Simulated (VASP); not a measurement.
# MnPt (P4/mmm) in VASP: further runs

The runs below take MnPt through relaxation of cell and atoms, with LDA.

Everything below comes from runs of VASP 6.6.1. Logs are shortened: lines on timing, memory, paths and dates and some standing lists are left out, and cuts for length are marked.

### 1 The structure

Symmetry: P4/mmm, No. 123, tetragonal system. The conventional cell has a = 2.830 Å, b = 2.830 Å, c = 3.660 Å, α = 90.00°, β = 90.00°, γ = 90.00°. Mn (site symmetry 4/mmm) has 8 Pt at 2.71 Å and 4 Mn at 2.83 Å as nearest neighbours. Around Pt (site symmetry 4/mmm) lie 8 Mn at 2.71 Å and 4 Pt at 2.83 Å.

### 2 Relaxation of cell and atoms, LDA, collinear spin, ferromagnetic start

File INCAR:

```
SYSTEM = MnPt
  PREC = Accurate
  ENCUT = 600
  EDIFF = 1E-6
  ISMEAR = 1
  SIGMA = 0.1
  LREAL = .FALSE.
  LASPH = .TRUE.
  NELM = 150
  ALGO = Normal
  ISIF = 3
  LWAVE = .FALSE.
  LCHARG = .FALSE.
  ISPIN = 2
  MAGMOM = 4 0
  LORBIT = 11
  LMAXMIX = 4
  IBRION = 2
  NSW = 90
  EDIFFG = -0.01
  AMIX = 0.2
  BMIX = 1E-4
  AMIX_MAG = 0.8
  BMIX_MAG = 1E-4
```

File KPOINTS:

```
Automatic mesh
0
G
  14 14 10
  0 0 0
```

File POSCAR:

```
MnPt
1.0
    2.8300000000      0.0000000000      0.0000000000
    0.0000000000      2.8300000000      0.0000000000
    0.0000000000      0.0000000000      3.6600000000
Mn Pt
1 1
Direct
    0.0000000000      0.0000000000      0.0000000000
    0.5000000000      0.5000000000      0.5000000000
```

Potentials or basis: VASP PAW LDA potentials, release 64 (Mn_pv, Pt).

The run is started by

```bash
$ cat potpaw_LDA.64/Mn_pv/POTCAR potpaw_LDA.64/Pt/POTCAR > POTCAR
$ mpirun -np 1 vasp_std > vasp.out
```

OUTCAR:

```text
SYSTEM = MnPt
   PREC = Accurate
   ENCUT = 600
   EDIFF = 1E-6
   ISMEAR = 1
   LREAL = .FALSE.
   LASPH = .TRUE.
   NELM = 150
   ISIF = 3
   ISPIN = 2
   LORBIT = 11
   IBRION = 2
   NSW = 90
   EDIFFG = -0.01
   AMIX = 0.2
   AMIX_MAG = 0.8

 ion  position               nearest neighbor table
   1  0.000  0.000  0.000-   2 2.71   2 2.71   2 2.71   2 2.71   2 2.71   2 2.71   2 2.71   2 2.71

   2  0.500  0.500  0.500-   1 2.71   1 2.71   1 2.71   1 2.71   1 2.71   1 2.71   1 2.71   1 2.71

  LATTYP: Found a simple tetragonal cell.
 ALAT       =     2.8300000000
 C/A-ratio  =     1.2932862191

  Lattice vectors:

 A1 = (   2.8300000000,   0.0000000000,   0.0000000000)
 A2 = (   0.0000000000,   2.8300000000,   0.0000000000)
 A3 = (   0.0000000000,   0.0000000000,   3.6600000000)

Analysis of symmetry for initial positions (statically):
=====================================================================
 Subroutine PRICEL returns:
 Original cell was already a primitive cell.

 Routine SETGRP: Setting up the symmetry group for a
 simple tetragonal supercell.

 Subroutine GETGRP returns: Found 16 space group operations
 (whereof 16 operations were pure point group operations)
 out of a pool of 16 trial point group operations.

The static configuration has the point symmetry D_4h.

Analysis of symmetry for dynamics (positions and initial velocities):
=====================================================================
 Subroutine PRICEL returns:
 Original cell was already a primitive cell.

 Routine SETGRP: Setting up the symmetry group for a
 simple tetragonal supercell.

 Subroutine GETGRP returns: Found 16 space group operations
 (whereof 16 operations were pure point group operations)
 out of a pool of 16 trial point group operations.

The dynamic configuration has the point symmetry D_4h.

Analysis of structural, dynamic, and magnetic symmetry:
=====================================================================
 Subroutine PRICEL returns:
 Original cell was already a primitive cell.

 Routine SETGRP: Setting up the symmetry group for a
 simple tetragonal supercell.

 Subroutine GETGRP returns: Found 16 space group operations
 (whereof 16 operations were pure point group operations)
 out of a pool of 16 trial point group operations.

The overall configuration has the point symmetry D_4h.

 Subroutine INISYM returns: Found 16 space group operations
 (whereof 16 operations are pure point group operations),
 and found     1 'primitive' translations

----------------------------------------------------------------------------------------

                                     Primitive cell

  volume of cell :      29.3126

  direct lattice vectors                    reciprocal lattice vectors
     2.830000000  0.000000000  0.000000000     0.353356890  0.000000000  0.000000000
     0.000000000  2.830000000  0.000000000     0.000000000  0.353356890  0.000000000
     0.000000000  0.000000000  3.660000000     0.000000000  0.000000000  0.273224044

  length of vectors
     2.830000000  2.830000000  3.660000000     0.353356890  0.353356890  0.273224044

  position of ions in fractional coordinates (direct lattice)
     0.000000000  0.000000000  0.000000000
     0.500000000  0.500000000  0.500000000

  ion indices of the primitive-cell ions
   primitive index   ion index
                 1           1
                 2           2

----------------------------------------------------------------------------------------

 KPOINTS: Automatic mesh

Automatic generation of k-mesh.
 Grid dimensions read from file:
 generate k-points for:   14   14   10

 Generating k-lattice:

  Cartesian coordinates                     Fractional coordinates (reciprocal lattice)
     0.025239778  0.000000000  0.000000000     0.071428571  0.000000000  0.000000000
     0.000000000  0.025239778  0.000000000     0.000000000  0.071428571  0.000000000
     0.000000000  0.000000000  0.027322404     0.000000000  0.000000000  0.100000000

  Length of vectors
     0.025239778  0.025239778  0.027322404

  Shift w.r.t. Gamma in fractional coordinates (k-lattice)
     0.000000000  0.000000000  0.000000000

 Subroutine IBZKPT returns following result:
 ===========================================

 Found    216 irreducible k-points:

 Following reciprocal coordinates:
            Coordinates               Weight
  0.000000  0.000000  0.000000      1.000000
  0.071429  0.000000  0.000000      4.000000
  0.142857  0.000000  0.000000      4.000000
  0.214286  0.000000  0.000000      4.000000
  0.285714  0.000000  0.000000      4.000000
  0.357143  0.000000  0.000000      4.000000
[... 16 lines left out ...]
  0.285714  0.214286  0.000000      8.000000
  0.357143  0.214286  0.000000      8.000000
 [... further k-points ...]
   k-points           NKPTS =    216   k-points in BZ     NKDIM =    216   number of bands    NBANDS=     17
   number of dos      NEDOS =    301   number of ions     NIONS =      2
   total plane-waves  NPLWV =  17280
   dimension x,y,z NGX =    24 NGY =   24 NGZ =   30
   dimension x,y,z NGXF=    48 NGYF=   48 NGZF=   60
   ions per type =               1   1
   NGX,Y,Z   is equivalent  to a cutoff of  14.10, 14.10, 13.63 a.u.
   NGXF,Y,Z  is equivalent  to a cutoff of  28.20, 28.20, 27.25 a.u.
 SYSTEM =  MnPt
   PREC   = accura    normal or accurate (medium, high low for compatibility)
   ISTART =      0    job   : 0-new  1-cont  2-samecut
   ICHARG =      2    charge: 1-file 2-atom 10-const
   ISPIN  =      2    spin polarized calculation?
   LNONCOLLINEAR =      F non collinear calculations
   LSORBIT =      F    spin-orbit coupling
   LASPH  =      T    aspherical Exc in radial PAW
   ENCUT  =  600.0 eV  44.10 Ry    6.64 a.u.   5.65  5.65  7.31*2*pi/ulx,y,z
   NELM   =    150;   NELMIN=  2; NELMDL= -5     # of ELM steps
   EDIFF  = 0.1E-05   stopping-criterion for ELM
   LREAL  =      F    real-space projection
   EDIFFG = -.1E-01   stopping-criterion for IOM
   NSW    =     90    number of steps for IOM
   IBRION =      2    ionic relax: 0-MD 1-quasi-New 2-CG
   NFREE  =      1    steps in history (QN), initial steepest desc. (CG)
   ISIF   =      3    stress and relaxation
   ISYM   =      2    0-nonsym 1-usesym 2-fastsym
   POTIM  = 0.5000    time-step for ionic-motion
   TEBEG  =    0.0;   TEEND  =   0.0 temperature during run
   PSTRESS=    0.0 pullay stress
   NELECT =      23.0000    total number of electrons
   NUPDOWN=      -1.0000    fix difference up-down
   EMIN   =  10.00;   EMAX   =-10.00  energy-range for DOS
   EFERMI =   0.00;   METHOD = LEGACY
   ISMEAR =     1;   SIGMA  =   0.10  broadening in eV -4-tet -1-fermi 0-gaus
   EFERMI_NEDOS =   21; number of points for ismear=-14 and -15
   IALGO  =     38    algorithm
   IMIX   =      4    mixing-type and parameters
     AMIX     =   0.20;   BMIX     =  0.00
     AMIX_MAG =   0.80;   BMIX_MAG =  0.00
  volume/ion in A,a.u.               =      14.66        98.91
  Fermi-wavevector in a.u.,A,eV,Ry     =   1.509962  2.853415 31.021098  2.279986
  Thomas-Fermi vector in A             =   2.620215
   LORBIT       =     11    0 simple, 1 ext, 2 COOP (PROOUT), +10 PAW based schemes
   GGA     = CA    functional components
   LHFCALC =     F    Hartree Fock is set to
   AEXX    =    0.0000 exact exchange contribution
   IVDW    =     0    specifies the selected vdW correction
   LEPSILON=     F    determine dielectric tensor
   LRPA    =     F    only Hartree local field effects (RPA)
 conjugate gradient relaxation of ions
 spin polarized calculation
 Methfessel and Paxton  Order N= 1 SIGMA  =   0.10
  energy-cutoff  :      600.00
  volume of cell :       29.31
 maximum number of plane-waves:      1008
 NGX is ok and might be reduce to    24
   NGX = 11   NGY = 11   NGZ = 15

--------------------------------------- Ionic step        1  -------------------------------------------

 number of electron      23.0000001 magnetization       4.0170628

 Free energy of the ion-electron system (eV)
  ---------------------------------------------------
  ext. energy  EPLUGINS =         0.00000000
  ---------------------------------------------------
  free energy    TOTEN  =       -17.59324091 eV

  energy without entropy =      -17.59320057  energy(sigma->0) =      -17.59322746

 E-fermi :   9.3442     XC(G=0): -13.1806

 val. band max:        9.3437548296   @ k =   0.5000   0.3571   0.0000
 cond. band min:       9.3449365456   @ k =   0.4286   0.0714   0.1000
 fundamental gap:      0.0011817160
 Fermi energy:         9.3442220200

 spin component 1

 k-point     1 :       0.0000    0.0000    0.0000
  band No.  band energies     occupation
      1     -39.7424      1.00000
      2     -39.7133      1.00000
      3     -39.7133      1.00000
      4       0.0903      1.00000
      5       3.3895      1.00000
      6       3.5276      1.00000
[... 9 lines left out ...]
     16      19.7555      0.00000
     17      19.8283      0.00000
[... 1045 lines left out ...]
  FREE ENERGIE OF THE ION-ELECTRON SYSTEM (eV)
  ---------------------------------------------------
  free  energy   TOTEN  =       -17.6810476579 eV

  energy  without entropy=      -17.6811724012  energy(sigma->0) =      -17.68108924

[... ionic steps 4 to 18 ...]

--------------------------------------- Ionic step       19  -------------------------------------------

 number of electron      22.9999999 magnetization       1.8140062

------------------------ aborting loop because EDIFF is reached ----------------------------------------

  FORCE on cell =-STRESS in cart. coord.  units (eV):
  Direction    XX          YY          ZZ          XY          YZ          ZX
  --------------------------------------------------------------------------------------
  -------------------------------------------------------------------------------------
  Total       -0.0117902     -0.0117902     -0.0304144      0.0000000     -0.0000000      0.0000000
  in kB       -0.7404957     -0.7404957     -1.9102152      0.0000000     -0.0000000      0.0000000
  external PRESSURE =      -1.1304022 kB  Pullay stress =       0.0000000 kB
[... 57 lines left out ...]
  energy  without entropy=      -17.7683360652  energy(sigma->0) =      -17.76798467

--------------------------------------- Ionic step       21  -------------------------------------------

 number of electron      22.9999999 magnetization       1.8149997

 Free energy of the ion-electron system (eV)
  ---------------------------------------------------
  ext. energy  EPLUGINS =         0.00000000
  ---------------------------------------------------
  free energy    TOTEN  =       -17.76781050 eV

  energy without entropy =      -17.76834837  energy(sigma->0) =      -17.76798979

 E-fermi :  11.5230     XC(G=0): -14.0353

 val. band max:       11.5223796824   @ k =   0.2857   0.2143   0.5000
 cond. band min:      11.5268551951   @ k =   0.4286   0.0714   0.3000
 fundamental gap:      0.0044755127
 Fermi energy:        11.5229919067

 spin component 1

 k-point     1 :       0.0000    0.0000    0.0000
  band No.  band energies     occupation
      1     -37.0959      1.00000
      2     -36.7585      1.00000
      3     -36.7585      1.00000
      4       1.2048      1.00000
      5       4.3551      1.00000
      6       4.4273      1.00000
[... 9 lines left out ...]
     16      22.3922      0.00000
     17      24.0656      0.00000
[... 973 lines left out ...]
  FREE ENERGIE OF THE ION-ELECTRON SYSTEM (eV)
  ---------------------------------------------------
  free  energy   TOTEN  =       -17.7678105015 eV

  energy  without entropy=      -17.7683483722  energy(sigma->0) =      -17.76798979

 reached required accuracy - stopping structural energy minimisation

 total charge

# of ion       s       p       d       tot
------------------------------------------
    1        0.346   6.325   5.125  11.795
    2        0.778   0.823   8.037   9.638
--------------------------------------------------
tot          1.124   7.148  13.162  21.433

 magnetization (x)

# of ion       s       p       d       tot
------------------------------------------
    1        0.003   0.007   1.688   1.699
    2       -0.016  -0.031   0.107   0.060
--------------------------------------------------
tot         -0.012  -0.024   1.795   1.759
```

It took 17 min on 1 thread of Intel Xeon Platinum 8488C (Sapphire Rapids), shared host; peak memory 0.36 GiB.

What came out:

```
Free energy                                           : -17.7678 eV
Relaxed volume                                        : 12.76 Å³/atom
Relaxed cell                                          : a = 2.632 Å, b = 2.632 Å, c = 3.683 Å, α = 90.00°, β = 90.00°, γ = 90.00°
Space group after relaxing (to 0.05 Å)                : P4/mmm (No. 123)
Energy gained by relaxing                             : 87.3 meV/atom
Ionic steps                                           : 21
Pressure after relaxing                               : -0.1 GPa
Band gap on the k mesh                                : none (metal or under the smearing width)
Net moment                                            : 1.81 μB per cell
Site moments                                          : Mn +1.70; Pt +0.06 μB
Valence electrons inside the program's atomic spheres : Mn 11.79; Pt 9.64
```

Step by step:
```
step  energy change (eV)  largest force (eV/Å)  pressure (GPa)  volume (Å³)
   1              0.0000                0.0000          -11.39        29.31
   2             -0.0635                0.0000            6.97        25.11
   3             -0.0878                0.0000            1.60        26.64
   4             -0.0897                0.0000           -0.17        26.97
   5             -0.0936                0.0000           -0.42        26.87
   6             -0.1303                0.0000           -8.27        26.54
   7             -0.1619                0.0000           -3.21        25.83
   8             -0.1666                0.0000           -3.96        26.04
   9             -0.1673                0.0000           -3.59        25.97
  10             -0.1679                0.0000           -3.19        25.86
  11             -0.1689                0.0000           -2.93        25.83
  12             -0.1716                0.0000           -2.12        25.72
  13             -0.1743                0.0000           -0.10        25.50
  14             -0.1743                0.0000            0.46        25.45
  15             -0.1743                0.0000            0.39        25.46
  16             -0.1744                0.0000            0.31        25.47
  17             -0.1746                0.0000            0.05        25.50
  18             -0.1746                0.0000           -0.07        25.51
  19             -0.1746                0.0000           -0.11        25.51
  20             -0.1746                0.0000           -0.12        25.51
  21             -0.1746                0.0000           -0.09        25.51
```

Final structure:
```
CELL_PARAMETERS angstrom
2.63201 0.00000 0.00000
0.00000 2.63201 0.00000
0.00000 0.00000 3.68256
ATOMIC_POSITIONS crystal
Mn 0.00000 0.00000 0.00000
Pt 0.50000 0.50000 0.50000
```

Levels at points of the mesh, in eV from the Fermi level:
Spin up:
```
           k point  band 9  band 10  band 11  band 12  band 13  band 14  band 15  band 16  band 17
(0.00, 0.00, 0.00)   -2.28    -1.45    -1.04     0.22     0.63     0.63     2.09    10.87    12.54
(0.50, 0.00, 0.00)   -2.83    -2.63    -2.03    -1.26    -0.75     1.84     2.33    11.36    11.50
(0.50, 0.50, 0.00)    0.19     0.57     0.66     0.66     0.77     1.91     1.91     8.98    12.12
(0.00, 0.00, 0.50)   -2.57    -2.57    -1.66    -1.07    -1.01    -1.01    -0.23    16.15    16.89
(0.50, 0.00, 0.50)   -2.16    -0.71    -0.52     0.14     0.29     0.30     0.35     5.76     8.34
(0.50, 0.50, 0.50)   -2.87    -2.27    -1.00     0.58     0.77     7.64     7.64     9.21     9.48
```
Spin down:
| k point | band 7 | band 8 | band 9 | band 10 | band 11 | band 12 | band 13 | band 14 | band 15 | band 16 |
| --- | --- | --- | --- | --- | --- | --- | --- | --- | --- | --- |
| (0.00, 0.00, 0.00) | -3.07 | -3.07 | -1.27 | -1.18 | 0.28 | 1.76 | 1.79 | 1.79 | 2.32 | 11.40 |
| (0.50, 0.00, 0.00) | -3.74 | -3.19 | -1.99 | -1.73 | -1.37 | 0.33 | 0.69 | 2.46 | 3.13 | 11.90 |
| (0.50, 0.50, 0.00) | -5.66 | 0.67 | 1.07 | 1.77 | 1.80 | 1.80 | 2.10 | 2.11 | 2.11 | 9.51 |
| (0.00, 0.00, 0.50) | -3.34 | -2.52 | -2.52 | -1.93 | -1.01 | -0.20 | 0.37 | 0.37 | 1.50 | 16.58 |
| (0.50, 0.00, 0.50) | -3.67 | -2.88 | -0.86 | -0.56 | -0.29 | 0.76 | 1.56 | 1.57 | 1.77 | 6.33 |
| (0.50, 0.50, 0.50) | -2.65 | -2.18 | -1.84 | -1.84 | 0.63 | 0.68 | 2.10 | 8.12 | 8.12 | 9.28 |

Caveat: the volume moved by -13 % from the deposited cell, more than functionals usually miss. Spin-orbit coupling is left out, which matters for the levels of Pt.

[end of part 1 of 2]
